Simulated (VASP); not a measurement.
Level of theory: r2SCAN meta-GGA, VASP's PBE PAW potentials (set 64) (plane waves; VASP 6.6.1).

VASP ran on this input.

### KPOINTS
```
Automatic
0
Gamma
 11 11 11
0 0 0
```

### INCAR
```
METAGGA  =  R2SCAN
LASPH  =  .TRUE.   ! aspherical one-centre terms
NELM  =  100   ! most electronic steps
LREAL  =  .FALSE.
LCHARG  =  .FALSE.
LMIXTAU  =  .TRUE.
SIGMA  =  0.1
LMAXMIX  =  4   ! l cut-off of mixed one-centre charges
NSW  =  60   ! most ionic steps
SYSTEM  =  TiCo
ISMEAR  =  1   ! Methfessel-Paxton
EDIFFG  =  -0.01   ! ionic stop
IBRION  =  2   ! conjugate gradients
ALGO  =  Normal
ENCUT  =  400   ! plane-wave cut-off (eV)
LWAVE  =  .FALSE.
ISIF  =  3
PREC  =  Accurate
EDIFF  =  1E-6   ! SCF stop (eV)
```

**POSCAR**
```
TiCo
1
    2.9497142249    -0.0000000000     0.0000000000
   -0.0000000000     2.9497142249     0.0000000000
   -0.0000000000     0.0000000000     2.9497142249
Ti Co
1 1
Direct
  0.0000000000   0.0000000000   0.0000000000
  0.5000000000   0.5000000000   0.5000000000
```

POTCAR, in this order: Ti_sv Co (PBE.64 set). Program: vasp_std.

The resulting files:

File OSZICAR:
```
...
DAV:   2    -0.247913704521E+02   -0.15193E+03   -0.14937E+03  1574   0.393E+02
DAV:   3    -0.337502128991E+02   -0.89588E+01   -0.88907E+01  2428   0.106E+02
DAV:   4    -0.340065629119E+02   -0.25635E+00   -0.25391E+00  1918   0.148E+01
DAV:   5    -0.340167394929E+02   -0.10177E-01   -0.10176E-01  2292   0.264E+00    0.162E+01
DAV:   6    -0.291490897634E+02    0.48676E+01   -0.39261E+01  1862   0.102E+02    0.137E+01
DAV:   7    -0.274102413091E+02    0.17388E+01   -0.23245E+01  2384   0.587E+01    0.116E+01
DAV:   8    -0.267274123310E+02    0.68283E+00   -0.61674E+00  2358   0.275E+01    0.215E+00
DAV:   9    -0.266979246252E+02    0.29488E-01   -0.26536E-01  1836   0.576E+00    0.185E+00
DAV:  10    -0.266711095546E+02    0.26815E-01   -0.34932E-01  1896   0.868E+00    0.898E-01
DAV:  11    -0.266925831169E+02   -0.21474E-01   -0.76110E-02  1640   0.376E+00    0.230E-01
DAV:  12    -0.267037408841E+02   -0.11158E-01   -0.20992E-02  1760   0.175E+00    0.973E-02
DAV:  13    -0.267025910915E+02    0.11498E-02   -0.38354E-03  2104   0.657E-01    0.972E-02
DAV:  14    -0.267035428366E+02   -0.95175E-03   -0.78987E-04  1864   0.305E-01    0.377E-02
DAV:  15    -0.267038644039E+02   -0.32157E-03   -0.37069E-04  1674   0.226E-01    0.144E-02
DAV:  16    -0.267038635158E+02    0.88814E-06   -0.56529E-05  2282   0.893E-02    0.197E-02
DAV:  17    -0.267038639541E+02   -0.43833E-06   -0.35789E-06  1430   0.285E-02
   1 F= -.26703864E+02 E0= -.26703728E+02  d E =-.267039E+02
       N       E                     dE             d eps       ncg     rms          rms(c)
DAV:   1    -0.267129821265E+02   -0.91186E-02   -0.20789E-01  1658   0.747E+00    0.898E-01
DAV:   2    -0.267395467787E+02   -0.26565E-01   -0.30841E-01  2134   0.699E+00    0.206E+00
DAV:   3    -0.267033570444E+02    0.36190E-01   -0.20453E-01  2302   0.533E+00    0.240E-01
DAV:   4    -0.267031902762E+02    0.16677E-03   -0.31528E-03  1666   0.523E-01    0.149E-01
DAV:   5    -0.267031512491E+02    0.39027E-04   -0.89316E-04  2370   0.282E-01    0.336E-02
DAV:   6    -0.267033045619E+02   -0.15331E-03   -0.81547E-04  2074   0.270E-01    0.733E-02
DAV:   7    -0.267032508194E+02    0.53742E-04   -0.77875E-05  1664   0.118E-01    0.679E-02
DAV:   8    -0.267032957723E+02   -0.44953E-04   -0.20474E-04  2396   0.165E-01    0.109E-02
DAV:   9    -0.267032928980E+02    0.28743E-05   -0.98576E-06  1574   0.418E-02    0.894E-03
DAV:  10    -0.267032927747E+02    0.12330E-06   -0.41522E-06  1560   0.201E-02
   2 F= -.26703293E+02 E0= -.26703161E+02  d E =0.571179E-03
       N       E                     dE             d eps       ncg     rms          rms(c)
DAV:   1    -0.267084183958E+02   -0.51255E-02   -0.99657E-02  1664   0.520E+00    0.616E-01
DAV:   2    -0.267214308004E+02   -0.13012E-01   -0.15178E-01  2146   0.479E+00    0.149E+00
DAV:   3    -0.267038477462E+02    0.17583E-01   -0.10619E-01  2324   0.368E+00    0.164E-01
DAV:   4    -0.267037790904E+02    0.68656E-04   -0.14433E-03  1642   0.355E-01    0.110E-01
DAV:   5    -0.267037426682E+02    0.36422E-04   -0.43218E-04  2384   0.195E-01    0.253E-02
DAV:   6    -0.267038190848E+02   -0.76417E-04   -0.48921E-04  2016   0.211E-01    0.521E-02
DAV:   7    -0.267037791028E+02    0.39982E-04   -0.47460E-05  1674   0.894E-02    0.519E-02
DAV:   8    -0.267038021440E+02   -0.23041E-04   -0.98050E-05  2282   0.113E-01    0.792E-03
DAV:   9    -0.267037998606E+02    0.22834E-05   -0.44278E-06  1568   0.285E-02    0.583E-03
DAV:  10    -0.267037996875E+02    0.17304E-06   -0.28401E-06  1414   0.159E-02
   3 F= -.26703800E+02 E0= -.26703666E+02  d E =0.642666E-04
       N       E                     dE             d eps       ncg     rms          rms(c)
DAV:   1    -0.267040825249E+02   -0.28266E-03   -0.50588E-03  1664   0.117E+00    0.140E-01
DAV:   2    -0.267047605781E+02   -0.67805E-03   -0.77115E-03  2152   0.109E+00    0.340E-01
DAV:   3    -0.267038502470E+02    0.91033E-03   -0.53285E-03  2324   0.834E-01    0.371E-02
DAV:   4    -0.267038465161E+02    0.37309E-05   -0.72632E-05  1642   0.804E-02    0.248E-02
DAV:   5    -0.267038437901E+02    0.27259E-05   -0.23872E-05  2332   0.452E-02    0.528E-03
DAV:   6    -0.267038472458E+02   -0.34557E-05   -0.23497E-05  2020   0.470E-02    0.124E-02
DAV:   7    -0.267038454983E+02    0.17475E-05   -0.17897E-06  1072   0.180E-02    0.116E-02
DAV:   8    -0.267038465627E+02   -0.10644E-05   -0.47501E-06  1414   0.255E-02    0.170E-03
DAV:   9    -0.267038464957E+02    0.66992E-07   -0.32930E-07   784   0.796E-03
   4 F= -.26703846E+02 E0= -.26703713E+02  d E =0.174584E-04
       N       E                     dE             d eps       ncg     rms          rms(c)
DAV:   1    -0.267038953800E+02   -0.48817E-04   -0.78615E-04  1664   0.459E-01    0.552E-02
DAV:   2    -0.267040029156E+02   -0.10754E-03   -0.12150E-03  2152   0.432E-01    0.135E-01
DAV:   3    -0.267038591769E+02    0.14374E-03   -0.83093E-04  2332   0.330E-01    0.145E-02
DAV:   4    -0.267038584670E+02    0.70995E-06   -0.11971E-05  1628   0.314E-02    0.967E-03
DAV:   5    -0.267038579117E+02    0.55527E-06   -0.29315E-06  1252   0.174E-02
   5 F= -.26703858E+02 E0= -.26703724E+02  d E =0.604238E-05
       N       E                     dE             d eps       ncg     rms          rms(c)
DAV:   1    -0.267039079955E+02   -0.49529E-04   -0.88423E-04  1640   0.499E-01    0.583E-02
DAV:   2    -0.267040548532E+02   -0.14686E-03   -0.15546E-03  2186   0.485E-01    0.154E-01
DAV:   3    -0.267038662313E+02    0.18862E-03   -0.10514E-03  2322   0.370E-01    0.141E-02
DAV:   4    -0.267038664231E+02   -0.19188E-06   -0.17500E-05  1662   0.344E-02    0.106E-02
DAV:   5    -0.267038659629E+02    0.46028E-06   -0.24940E-06  1122   0.183E-02
   6 F= -.26703866E+02 E0= -.26703732E+02  d E =-.200876E-05
       N       E                     dE             d eps       ncg     rms          rms(c)
DAV:   1    -0.267038706822E+02   -0.42590E-05   -0.56679E-05  1658   0.131E-01    0.147E-02
DAV:   2    -0.267038824008E+02   -0.11719E-04   -0.12460E-04  2234   0.138E-01    0.429E-02
DAV:   3    -0.267038673213E+02    0.15079E-04   -0.80163E-05  2298   0.102E-01    0.334E-03
DAV:   4    -0.267038673141E+02    0.71936E-08   -0.24533E-06  1304   0.140E-02
   7 F= -.26703867E+02 E0= -.26703733E+02  d E =-.336001E-05
       N       E                     dE             d eps       ncg     rms          rms(c)
DAV:   1    -0.267038682597E+02   -0.93841E-06   -0.10250E-05  1730   0.509E-02    0.720E-03
DAV:   2    -0.267038721874E+02   -0.39277E-05   -0.34138E-05  2230   0.664E-02    0.234E-02
DAV:   3    -0.267038677394E+02    0.44480E-05   -0.24453E-05  2298   0.566E-02    0.192E-03
DAV:   4    -0.267038677366E+02    0.27753E-08   -0.26862E-07   784   0.515E-03
   8 F= -.26703868E+02 E0= -.26703734E+02  d E =-.378254E-05
       N       E                     dE             d eps       ncg     rms          rms(c)
DAV:   1    -0.267038679878E+02   -0.24834E-06   -0.23369E-06   814   0.268E-02    0.262E-03
DAV:   2    -0.267038683098E+02   -0.32207E-06   -0.31880E-06  1286   0.239E-02
   9 F= -.26703868E+02 E0= -.26703732E+02  d E =-.435573E-05
       N       E                     dE             d eps       ncg     rms          rms(c)
DAV:   1    -0.267038677761E+02    0.21161E-06   -0.19308E-06   840   0.207E-02    0.922E-04
DAV:   2    -0.267038677943E+02   -0.18129E-07   -0.48349E-07   784   0.715E-03
  10 F= -.26703868E+02 E0= -.26703734E+02  d E =-.384017E-05
       N       E                     dE             d eps       ncg     rms          rms(c)
DAV:   1    -0.267038678359E+02   -0.59736E-07   -0.20573E-07   784   0.775E-03    0.111E-03
DAV:   2    -0.267038679454E+02   -0.10956E-06   -0.89020E-07   784   0.113E-02
  11 F= -.26703868E+02 E0= -.26703733E+02  d E =-.399134E-05
```

### OUTCAR
```
------------------------ aborting loop because EDIFF is reached ----------------------------------------
  FORCE on cell =-STRESS in cart. coord.  units (eV):
  Direction    XX          YY          ZZ          XY          YZ          ZX
  --------------------------------------------------------------------------------------
  Total       -0.0139307     -0.0139307     -0.0139307      0.0000000      0.0000000      0.0000000
  in kB       -0.8696686     -0.8696686     -0.8696686      0.0000000      0.0000000      0.0000000
  external PRESSURE =      -0.8696686 kB  Pullay stress =       0.0000000 kB
  volume of cell :       25.66
      direct lattice vectors                 reciprocal lattice vectors
     2.949688044  0.000000000 -0.000000000     0.339018901  0.000000000 -0.000000000
    -0.000000000  2.949688044  0.000000000    -0.000000000  0.339018901 -0.000000000
     0.000000000  0.000000000  2.949688044     0.000000000 -0.000000000  0.339018901
 POSITION                                       TOTAL-FORCE (eV/Angst)
 -----------------------------------------------------------------------------------
      0.00000      0.00000      0.00000         0.000000      0.000000      0.000000
      1.47484      1.47484      1.47484        -0.000000     -0.000000      0.000000
 -----------------------------------------------------------------------------------
    total drift:                               -0.000000      0.000000      0.000000
  FREE ENERGIE OF THE ION-ELECTRON SYSTEM (eV)
  ---------------------------------------------------
  free  energy   TOTEN  =       -26.7038679454 eV

  energy  without entropy=      -26.7034618088  energy(sigma->0) =      -26.70373257

 reached required accuracy - stopping structural energy minimisation
```
(Selected blocks of OUTCAR.)

CONTCAR:
```
TiCo
   1.00000000000000
     2.9496880436548585    0.0000000000000000   -0.0000000000000000
    -0.0000000000000000    2.9496880436548585    0.0000000000000000
     0.0000000000000000    0.0000000000000000    2.9496880436548585
  Ti              Co
     1     1
Direct
     0.0000000000000000    0.0000000000000000    0.0000000000000000
     0.5000000000000000    0.5000000000000000    0.5000000000000000
```

The compound is TiCo in the CsCl type structure. This run relaxes it. Symmetry was kept, so distortions that lower it aren't found. The start is the result of an earlier pass. The run is not spin-polarised, so no magnetic state was tried. The electron count is odd and the run is not spin-polarised, which forces a metal.
